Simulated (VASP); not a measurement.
Given:

```yaml
crystal:
  lattice:
    - [0.00000, 2.28978, 2.28978]
    - [2.28978, 0.00000, 2.28978]
    - [2.28978, 2.28978, 0.00000]
  atoms:
    - { symbol: Na, position: [0.00000, 0.00000, 0.00000] }
    - { symbol: F, position: [0.50000, 0.50000, 0.50000] }
```

Calculation: PBE GGA, VASP's PBE PAW potentials (set 64) (plane waves; VASP 6.6.1). Settings: 400 eV cut-off, 8×8×8 Γ-centred mesh, Fermi-Dirac smearing of 0.050 eV, potentials Na_pv F.

At this cut-off the stress carries a Pulay error, which pulls relaxed volumes low.

### Question
What does the run give for the energy per atom (σ→0), pressure, band gap (on the k-mesh) with the smallest direct gap where there is one?

### Answer

- band gap (on the k-mesh): 6.51 eV
- smallest direct gap (on the k-mesh): 6.51 eV
- energy per atom (σ→0): -4.283 eV/atom
- pressure: -3.50 GPa

The structure comes from a computed database's NaF entry; how it stands against other phases isn't given here. The cell was not relaxed at this level.
